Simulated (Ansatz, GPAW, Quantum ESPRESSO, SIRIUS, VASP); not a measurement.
## BiTe: 6 runs at one level of theory

```
Bi Te
1.0
     0.00000    3.23500    3.23500
     3.23500    0.00000    3.23500
     3.23500    3.23500    0.00000
Bi Te
1 1
Cartesian
  0.0000 0.0000 0.0000
  3.2350 3.2350 3.2350
```

Alike in all runs: task equation of state; functional PBEsol; k mesh 7 × 7 × 7; occupations fermi-dirac, width 0.05 eV; no spin polarisation; no spin-orbit coupling.

| program and potentials | plane-wave cutoff (eV) | notes | equilibrium volume (Å³/atom) | bulk modulus (GPa) |
| --- | --- | --- | --- | --- |
| SIRIUS, all-electron FP-LAPW, apw+lo standard | - | - | 32.82 | 52.6 |
| VASP, PBE PAW files Bi_d, Te, 520 eV | 520 | potentials made for PBE | 32.83 | 53.2 |
| Quantum ESPRESSO, PseudoDojo 0.4.1 SR PBEsol standard | 1088 | - | 32.85 | 53.2 |
| Ansatz, all-electron LAPW, scalar-relativistic | - | - | 32.82 | 53.0 |
| SIRIUS, PseudoDojo 0.4.1 PBEsol standard (scalar relativistic) | 1102 | - | 32.86 | 53.2 |
| GPAW, PAW data sets generated for this functional | 600 | - | 32.68 | 53.2 |

The equilibrium volume spans 32.68 (GPAW, PAW data sets generated for this functional) to 32.86 Å³/atom (SIRIUS, PseudoDojo 0.4.1 PBEsol standard (scalar relativistic)), with all-electron results at 32.82. The bulk modulus spans 52.6 (SIRIUS, all-electron FP-LAPW, apw+lo standard) to 53.2 GPa (GPAW, PAW data sets generated for this functional), with all-electron results at 52.6 to 53.0.

Differences between rows come from potentials, basis sets and numerical settings, since the functional is the same but for its coding. Runs on potential files found faulty are left out.

The six runs describe practically the same compressible solid. GPAW gives the smallest volume, 32.68 Å³/atom, yet its bulk modulus matches that of the other PAW and pseudopotential runs, so the offset shifts the minimum without visibly changing the stiffness. The two all-electron calculations share a volume of 32.82 Å³/atom but differ in bulk modulus, 52.6 against 53.0 GPa, as can happen because a curvature is more sensitive to small numerical errors than the position of a minimum.

The softness fits long bonds between large, polarisable atoms, held together mainly by Bi 6p–Te 5p overlap, with the Bi 6s pair contributing little net bonding. Compared with PbTe, bismuth brings one more valence electron per formula unit, which in the rocksalt arrangement must enter p-derived antibonding states and probably weakens the bonding. The close agreement supports the scalar-relativistic equation of state, but not the stability of this cubic structure against the layered one known for BiTe.
